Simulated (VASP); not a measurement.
Here is the system:

```
W2N
1.0
    2.94724     0.00000     0.00000
   -1.47362     2.55238     0.00000
    0.00000     0.00000     4.75450
N W
1 2
Direct
  0.00000   0.00000   0.00000
  0.33333   0.66667   0.25200
  0.66667   0.33333   0.74800
```

All values below come from PBE GGA, VASP's PBE PAW potentials (set 64) (plane waves; VASP 6.6.1). Run with 400 eV cut-off, 10×10×6 Γ-centred mesh, Gaussian smearing of 0.10 eV, potentials N W_sv.

**Question.** Give the energies of bands 13 to 19 at the high-symmetry points, in eV from the Fermi level.

**Answer.** 
```csv
band,Γ,M,K,A,L,H
13,-5.66,-6.11,-4.55,-4.26,-4.93,-3.63
14,-2.36,-3.60,-3.88,-3.73,-3.01,-3.02
15,-1.68,-2.23,-3.88,-2.44,-3.00,-3.02
16,-1.68,0.47,0.42,-2.44,-1.26,-0.85
17,-0.90,1.22,0.42,0.89,-0.35,-0.20
18,-0.90,2.69,1.48,0.89,2.29,-0.20
19,-0.42,2.89,2.21,0.91,2.73,3.14
```

It has no gap at this level: it comes out as a metal or semimetal.

The structure was generated: W2N was put into an ordered model structure, which need not be its known phase. The cell was not relaxed at this level. The electron count is odd and the run is not spin-polarised, which forces a metal. VASP warned that the highest band is occupied, so more bands are needed.
